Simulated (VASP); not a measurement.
Consider the following.

```yaml
crystal:
  lattice:
    - [3.24160, -5.56602, -0.01573]
    - [1.59976, 2.77086, 0.00000]
    - [-0.01265, 0.00731, 5.19239]
  atoms:
    - { symbol: In, position: [0.33663, 0.33663, 0.50258] }
    - { symbol: Al, position: [0.15944, 0.65944, 0.00381] }
    - { symbol: Al, position: [0.83307, 0.33307, 0.49955] }
    - { symbol: Al, position: [0.67362, 0.67362, 0.00127] }
    - { symbol: N, position: [0.33542, 0.33542, 0.91747] }
    - { symbol: N, position: [0.13616, 0.63616, 0.36173] }
    - { symbol: N, position: [0.83178, 0.33178, 0.87196] }
    - { symbol: N, position: [0.69388, 0.69389, 0.36966] }
```

Method: PBEsol GGA, VASP's PBE PAW potentials (set 64) (plane waves; VASP 6.6.1). Run with 520 eV cut-off, 5×9×5 Γ-centred mesh, tetrahedra with Blöchl corrections, potentials In_d Al N.

The cores are frozen, which limits the accuracy of field gradients.

Question: Give the principal components of the electric field gradient (V/Å²) and the asymmetry η at each nucleus.

Answer: 
```json
[
 {"atom": "In1", "Vxx": "-44.2", "Vyy": "-5.8", "Vzz": "50.0", "η": "0.77"},
 {"atom": "Al2", "Vxx": "3.5", "Vyy": "1.6", "Vzz": "-5.1", "η": "0.36"},
 {"atom": "Al3", "Vxx": "-7.9", "Vyy": "-2.4", "Vzz": "10.2", "η": "0.54"},
 {"atom": "Al4", "Vxx": "1.8", "Vyy": "0.8", "Vzz": "-2.6", "η": "0.38"},
 {"atom": "N5", "Vxx": "-9.8", "Vyy": "-7.3", "Vzz": "17.1", "η": "0.15"},
 {"atom": "N6", "Vxx": "17.5", "Vyy": "3.1", "Vzz": "-20.6", "η": "0.70"},
 {"atom": "N7", "Vxx": "4.0", "Vyy": "1.2", "Vzz": "-5.2", "η": "0.55"},
 {"atom": "N8", "Vxx": "-12.8", "Vyy": "-9.2", "Vzz": "22.0", "η": "0.16"}
]
```

The structure was generated: Al3InN4 was put into an ordered model structure (Pm), which need not be its known phase. It was relaxed first.
